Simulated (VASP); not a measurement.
Here is the system:

```
NaCl
1.0
    0.00000     2.36168     2.36168
    2.36168     0.00000     2.36168
    2.36168     2.36168     0.00000
Na Cl
1 1
Cartesian
  0.00000   0.00000   0.00000
  2.36168   2.36168   2.36168
```

Calculation: PBEsol GGA, VASP's PBE PAW potentials (set 64) (plane waves; VASP). Numerical set-up: 500 eV cut-off, 10×10×10 Γ-centred mesh, Gaussian smearing of 0.050 eV, potentials Na_pv Cl.

### Question
Predict the energy per atom (σ→0), pressure, band gap (on the k-mesh) with the smallest direct gap where there is one.

### Answer

| Item | Result |
|---|---|
| band gap (on the k-mesh) | 6.57 eV |
| smallest direct gap (on the k-mesh) | 7.92 eV |
| energy per atom (σ→0) | -2.737 eV/atom |
| pressure | 448.6 kbar |

Total energies compare only between runs with the same potentials, cut-off and functional.

The compound is NaCl in the rock salt structure. It was relaxed first under an external pressure of 45 GPa.
